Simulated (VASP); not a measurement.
```
CELL_PARAMETERS angstrom
      4.64348     0.00000     0.00000
      0.00000     4.64348     0.00000
      0.00000     0.00000     3.06867
ATOMIC_POSITIONS crystal
  Mg 0.00000 0.00000 0.00000
  Mg 0.50000 0.50000 0.50000
  F  0.30279 0.30279 0.00000
  F  0.80279 0.19721 0.50000
  F  0.19721 0.80279 0.50000
  F  0.69721 0.69721 0.00000
```

Calculation: PBE GGA with D3 dispersion (Becke-Johnson damping), VASP's PBE PAW potentials (set 64) (plane waves; VASP). Numerical set-up: 520 eV cut-off, 6×6×8 Γ-centred mesh, tetrahedra with Blöchl corrections, potentials Mg F.

The cores are frozen, which limits the accuracy of field gradients.

Question: Give the principal components of the electric field gradient (V/Å²) and the asymmetry η at each nucleus.

Answer: 
| atom | Vxx | Vyy | Vzz | η |
|---|---|---|---|---|
| Mg1 | -4.5 | -2.0 | 6.5 | 0.37 |
| Mg2 | -4.5 | -2.0 | 6.5 | 0.37 |
| F3 | 33.0 | 16.4 | -49.3 | 0.34 |
| F4 | 33.0 | 16.4 | -49.3 | 0.34 |
| F5 | 33.0 | 16.4 | -49.3 | 0.34 |
| F6 | 33.0 | 16.4 | -49.3 | 0.34 |

The compound is MgF2 in the rutile structure. It was relaxed first.
